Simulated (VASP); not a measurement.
Method: r2SCAN meta-GGA, VASP's PBE PAW potentials (set 64) (plane waves; VASP 6.6.1).

A VASP calculation is set up with these files.

### POSCAR
```
Mo
1.0
 -1.5750000000   1.5750000000   1.5750000000
  1.5750000000  -1.5750000000   1.5750000000
  1.5750000000   1.5750000000  -1.5750000000
Mo
1
Cartesian
  0.0000000000   0.0000000000   0.0000000000
```

**INCAR**
```
# general
SYSTEM  = Mo
PREC    = Accurate
ENCUT   = 520
LREAL   = .FALSE.
LASPH   = .TRUE.

# electronic loop
EDIFF   = 1E-6
NELM    = 100
ALGO    = Normal
LMAXMIX = 4
LMIXTAU = .TRUE.

# smearing
ISMEAR  = 1
SIGMA   = 0.1

# functional
METAGGA = R2SCAN

# ions
IBRION  = 2
NSW     = 60
ISIF    = 3
EDIFFG  = -0.01

# output
LWAVE   = .FALSE.
LCHARG  = .FALSE.
```

KPOINTS:
```
Automatic mesh
0
Gamma
15 15 15
0 0 0
```

POTCAR, in this order: Mo_sv (PBE.64 set). Program: vasp_std.

The run wrote:

**OSZICAR**
```
       N       E                     dE             d eps       ncg     rms          rms(c)
DAV:   1     0.727671324339E+02    0.72767E+02   -0.85796E+03  2672   0.134E+03
DAV:   2    -0.310570447155E+02   -0.10382E+03   -0.10057E+03  2895   0.353E+02
DAV:   3    -0.323979032212E+02   -0.13409E+01   -0.13264E+01  3054   0.403E+01
DAV:   4    -0.324020051389E+02   -0.41019E-02   -0.41005E-02  2891   0.254E+00
DAV:   5    -0.324020273793E+02   -0.22240E-04   -0.22240E-04  3096   0.185E-01    0.181E+01
DAV:   6    -0.252976374028E+02    0.71044E+01   -0.41920E+00  2769   0.270E+01    0.196E+00
DAV:   7    -0.261050308055E+02   -0.80739E+00   -0.21212E-01  2718   0.567E+00    0.172E+00
DAV:   8    -0.255692731253E+02    0.53576E+00   -0.74828E-01  2952   0.989E+00    0.306E+00
DAV:   9    -0.259894881391E+02   -0.42022E+00   -0.23232E-01  2853   0.468E+00    0.118E+00
DAV:  10    -0.260745672136E+02   -0.85079E-01   -0.16990E-02  2826   0.158E+00    0.456E-01
DAV:  11    -0.260768090461E+02   -0.22418E-02   -0.28939E-03  2916   0.680E-01    0.515E-02
DAV:  12    -0.260766608911E+02    0.14815E-03   -0.16631E-04  2805   0.182E-01    0.247E-02
DAV:  13    -0.260767081981E+02   -0.47307E-04   -0.69352E-05  2739   0.127E-01    0.132E-02
DAV:  14    -0.260767074325E+02    0.76563E-06   -0.40080E-05  2772   0.915E-02    0.553E-03
DAV:  15    -0.260767158624E+02   -0.84299E-05   -0.23775E-06  2826   0.233E-02    0.182E-03
DAV:  16    -0.260767143626E+02    0.14999E-05   -0.51686E-07  1422   0.807E-03    0.990E-04
DAV:  17    -0.260767148360E+02   -0.47347E-06   -0.98903E-08  1359   0.374E-03
   1 F= -.26076715E+02 E0= -.26076503E+02  d E =-.260767E+02
       N       E                     dE             d eps       ncg     rms          rms(c)
DAV:   1    -0.261502693618E+02   -0.73555E-01   -0.20296E+00  2754   0.208E+01    0.273E+00
DAV:   2    -0.260745952607E+02    0.75674E-01   -0.15151E-01  2724   0.492E+00    0.552E-01
DAV:   3    -0.260717018490E+02    0.28934E-02   -0.27464E-02  2814   0.209E+00    0.353E-01
DAV:   4    -0.260637766603E+02    0.79252E-02   -0.76219E-03  2730   0.109E+00    0.110E-01
DAV:   5    -0.260731109606E+02   -0.93343E-02   -0.50751E-03  2688   0.913E-01    0.165E-02
DAV:   6    -0.260736473181E+02   -0.53636E-03   -0.14737E-04  2769   0.160E-01    0.958E-03
DAV:   7    -0.260736606520E+02   -0.13334E-04   -0.28602E-05  2799   0.733E-02    0.528E-03
DAV:   8    -0.260736757120E+02   -0.15060E-04   -0.68300E-06  2673   0.402E-02    0.170E-03
DAV:   9    -0.260736771176E+02   -0.14056E-05   -0.12295E-06  2097   0.179E-02    0.396E-04
DAV:  10    -0.260736769600E+02    0.15755E-06   -0.42266E-08  1335   0.299E-03
   2 F= -.26073677E+02 E0= -.26073435E+02  d E =0.303788E-02
       N       E                     dE             d eps       ncg     rms          rms(c)
DAV:   1    -0.261191262572E+02   -0.45449E-01   -0.11127E+00  2751   0.153E+01    0.224E+00
DAV:   2    -0.260779114175E+02    0.41215E-01   -0.77395E-02  2724   0.360E+00    0.406E-01
DAV:   3    -0.260760030280E+02    0.19084E-02   -0.16158E-02  2811   0.161E+00    0.331E-01
DAV:   4    -0.260721670110E+02    0.38360E-02   -0.38390E-03  2727   0.769E-01    0.107E-01
DAV:   5    -0.260770292375E+02   -0.48622E-02   -0.19635E-03  2697   0.563E-01    0.740E-03
DAV:   6    -0.260771176927E+02   -0.88455E-04   -0.38252E-05  2802   0.859E-02    0.103E-02
DAV:   7    -0.260771161229E+02    0.15698E-05   -0.12820E-05  2778   0.510E-02    0.251E-03
DAV:   8    -0.260771247893E+02   -0.86664E-05   -0.15343E-06  2369   0.183E-02    0.138E-03
DAV:   9    -0.260771238627E+02    0.92661E-06   -0.12351E-07  1335   0.523E-03
   3 F= -.26077124E+02 E0= -.26076904E+02  d E =-.409027E-03
```

**OUTCAR**
```
------------------------ aborting loop because EDIFF is reached ----------------------------------------
  FORCE on cell =-STRESS in cart. coord.  units (eV):
  Direction    XX          YY          ZZ          XY          YZ          ZX
  --------------------------------------------------------------------------------------
  Total        0.0004483      0.0004483      0.0004483      0.0000000      0.0000000      0.0000000
  in kB        0.0457114      0.0457114      0.0457114      0.0000000      0.0000000      0.0000000
  external PRESSURE =       0.0457114 kB  Pullay stress =       0.0000000 kB
  volume of cell :       15.71
      direct lattice vectors                 reciprocal lattice vectors
    -1.577889902  1.577889902  1.577889902     0.000000000  0.316878890  0.316878890
     1.577889902 -1.577889902  1.577889902     0.316878890  0.000000000  0.316878890
     1.577889902  1.577889902 -1.577889902     0.316878890  0.316878890  0.000000000
 POSITION                                       TOTAL-FORCE (eV/Angst)
 -----------------------------------------------------------------------------------
      0.00000      0.00000      0.00000         0.000000      0.000000     -0.000000
 -----------------------------------------------------------------------------------
    total drift:                                0.000000     -0.000000      0.000000
  FREE ENERGIE OF THE ION-ELECTRON SYSTEM (eV)
  ---------------------------------------------------
  free  energy   TOTEN  =       -26.0771238627 eV

  energy  without entropy=      -26.0764650049  energy(sigma->0) =      -26.07690424

 reached required accuracy - stopping structural energy minimisation
```
(Selected blocks of OUTCAR.)

**CONTCAR**
```
Mo
   1.00000000000000
    -1.5778899017310770    1.5778899017310770    1.5778899017310770
     1.5778899017310770   -1.5778899017310770    1.5778899017310770
     1.5778899017310770    1.5778899017310770   -1.5778899017310770
  Mo
     1
Direct
     0.0000000000000000    0.0000000000000000    0.0000000000000000
```

The compound is Mo in the bcc structure. This run relaxes it. Symmetry was kept, so distortions that lower it aren't found.
